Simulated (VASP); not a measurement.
# Ir: relaxation of cell and atoms with PBE

Crystal: Ir.

```
Ir
1.0
     0.00000    1.93663    1.93663
     1.93663    0.00000    1.93663
     1.93663    1.93663    0.00000
Ir
1
Direct
  0.00000 0.00000 0.00000
```

```json
{
  "Program": "VASP 6.6.1",
  "Task": "relaxation of cell and atoms",
  "Functional": "PBE",
  "Potentials or basis": "VASP PAW PBE potentials, release 64 (Ir)",
  "Cutoff": "520 eV",
  "k mesh": "19 × 19 × 19",
  "Occupations": "gaussian, width 0.1 eV",
  "Spin": "no spin polarisation",
  "Further INCAR settings": "ALGO = Normal; EDIFF = 1e-07; IBRION = 2; POTIM = 0.3; EDIFFG = -0.005; NSW = 60; ISIF = 3"
}
```

| Item | Value |
| --- | --- |
| Pressure after relaxing | 0.0 GPa |
| Band gap on the k mesh | none (metal or under the smearing width) |

Final structure:
```cif
data_structure
_symmetry_space_group_name_H-M 'P 1'
_symmetry_Int_Tables_number 1
_cell_length_a 2.7388
_cell_length_b 2.7388
_cell_length_c 2.7388
_cell_angle_alpha 60.000
_cell_angle_beta 60.000
_cell_angle_gamma 60.000
_cell_volume 14.53
loop_
_atom_site_label
_atom_site_type_symbol
_atom_site_fract_x
_atom_site_fract_y
_atom_site_fract_z
_atom_site_occupancy
Ir1 Ir 0.00000 0.00000 0.00000 1
```

Levels at points of the mesh, in eV from the Fermi level:
```csv
k point,band 1,band 2,band 3,band 4,band 5,band 6,band 7,band 8
"(0.00, 0.00, 0.00)",-10.82,-3.71,-3.71,-3.71,-1.13,-1.13,14.39,19.82
```

It took 9.8 s on 1 thread of Intel(R) Xeon(R) 6975P-C (Granite Rapids) (shared host), peak memory 0.14 GiB.

Caveat: the relaxation stopped at its first step, so nothing moved. The run has no spin-orbit coupling, so splittings on Ir are missing.
